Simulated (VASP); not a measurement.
These are r2SCAN meta-GGA, VASP's PBE PAW potentials (set 64) (plane waves; VASP 6.6.1) values and carry that method's errors.

Input for VASP

**INCAR**
```
SYSTEM = C
PREC = Accurate
ENCUT = 620
EDIFF = 1E-6
NELM = 100
ALGO = Normal
LREAL = .FALSE.
LASPH = .TRUE.
ISMEAR = 0
SIGMA = 0.05
METAGGA = R2SCAN
LMIXTAU = .TRUE.
LWAVE = .FALSE.
LCHARG = .FALSE.
IBRION = 2
ISIF = 3
NSW = 40
EDIFFG = -0.02
```

File KPOINTS:
```
Automatic mesh
0
Gamma
13 13 13
0 0 0
```

File POSCAR:
```
C
1.0
  0.0000000000   1.7803575228   1.7803575228
  1.7803575228   0.0000000000   1.7803575228
  1.7803575228   1.7803575228   0.0000000000
C
2
Cart
  0.0000000000   0.0000000000   0.0000000000
  0.8901787614   0.8901787614   0.8901787614
```

POTCAR, in this order: C (PBE.64 set). Program: vasp_std.

Question: What will the output report for the number of irreducible k-points (NKPTS), largest plane-wave count, number of space-group operations, FFT grid (NGX, NGY, NGZ)?

Answer: 
```yaml
number of irreducible k-points (NKPTS): 84
largest_plane_wave_count: 411
number_of_space_group_operations: 48
FFT grid (NGX, NGY, NGZ): 20 × 20 × 20
```

The compound is C in the diamond structure. It was relaxed first.
